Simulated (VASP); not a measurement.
Level of theory: LDA (Ceperley-Alder, Perdew-Zunger), VASP's LDA PAW potentials (set 64) (plane waves; VASP 6.6.1).

VASP input:

File POSCAR:
```
V
1
   -1.4428487820     1.4428487820     1.4428487820
    1.4428487820    -1.4428487820     1.4428487820
    1.4428487820     1.4428487820    -1.4428487820
V
1
Direct
  0.0000000000   0.0000000000   0.0000000000
```

**KPOINTS**
```
Automatic mesh
0
gamma
18 18 18
0 0 0
```

INCAR:
```
# general
SYSTEM  = V
PREC    = Accurate
ENCUT   = 500
LREAL   = F
LASPH   = T

# electronic loop
EDIFF   = 1E-6
NELM    = 100
ALGO    = Normal
LMAXMIX = 4

# smearing
ISMEAR  = 1
SIGMA   = 0.1

# ions
IBRION  = 2
NSW     = 40
ISIF    = 3
EDIFFG  = -0.02
PSTRESS = 200

# output
LWAVE   = F
LCHARG  = F
```

POTCAR, in this order: V_sv (LDA.64 set). Program: vasp_std.

Energy and stress use the plane-wave basis of the starting cell.

### Question
Estimate the energy per atom (σ→0), volume per atom, band gap (on the k-mesh).

### Answer

```
Property                                                     Value
------------------------  ----------------------------------------
energy per atom (σ→0)                               -9.892 eV/atom
band gap (on the k-mesh)  none (metal, semimetal or under 0.01 eV)
volume per atom                                      11.57 Å³/atom
```

File OSZICAR:
```
...
   3 F= -.84478488E+01 E0= -.84477712E+01  d E =-.141706E-01
       N       E                     dE             d eps       ncg     rms          rms(c)
DAV:   1    -0.989228973230E+01    0.19125E-02   -0.14555E-02  3900   0.221E+00    0.322E-01
DAV:   2    -0.989165315957E+01    0.63657E-03   -0.25168E-03  3912   0.783E-01    0.528E-02
DAV:   3    -0.989164241864E+01    0.10741E-04   -0.15072E-05  3906   0.537E-02    0.381E-02
DAV:   4    -0.989163866765E+01    0.37510E-05   -0.60190E-06  3902   0.328E-02    0.206E-03
DAV:   5    -0.989163870063E+01   -0.32977E-07   -0.11730E-07  1950   0.542E-03
   4 F= -.84478512E+01 E0= -.84477717E+01  d E =-.141731E-01
```

The compound is V in the bcc structure. This run relaxes it under an external pressure of 20 GPa. Symmetry was kept, so distortions that lower it aren't found. The run is not spin-polarised, so no magnetic state was tried.
